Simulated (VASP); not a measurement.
Runs of VASP 6.6.1 on Be2Al5. The structure is tetragonal, space group P4/mmm (No. 123). The conventional cell has a = 6.411 Å, b = 6.411 Å, c = 2.688 Å, α = 90.00°, β = 90.00°, γ = 90.00°. Be (site symmetry mmm) has 8 Al at 2.66 Å and 2 Be at 2.69 Å as nearest neighbours. Al (site symmetry m2m) has 5 Al at 2.64 to 2.69 Å and 4 Be at 2.66 Å as nearest neighbours. Al (site symmetry 4/mmm) has 6 Al at 2.64 to 2.69 Å as nearest neighbours. The cell was built by a generator and needn't be a form met in nature.

```tsv
level	pressure (GPa)	relaxed volume (Å³/atom)	largest force (eV/Å)
RPBE	0.1	16.07	-
vdW-DF-cx	0.0	15.83	0.02
PBE	0.0	(b)	0.01
optB88-vdW	0.0	16.07	0.02
PW91	0.0	15.89	0.01
AM05	0.0	15.46	-
revPBE	0.0	(a)	-
BLYP	0.0	16.75	-
```

Alike in all rows: task relaxation of cell and atoms; potentials or basis VASP PAW PBE potentials, release 64 (Be, Al); no spin polarisation; cell relaxed; k mesh 3 × 3 × 7; cutoff (eV) 600; smearing fermi-dirac 0.05 eV.

Question: Fill in the values left out.

Answer: (a) 16.04; (b) 15.81.

Caveats: the PAW data sets were made with another functional, which shifts forces and pressure a little (some runs).
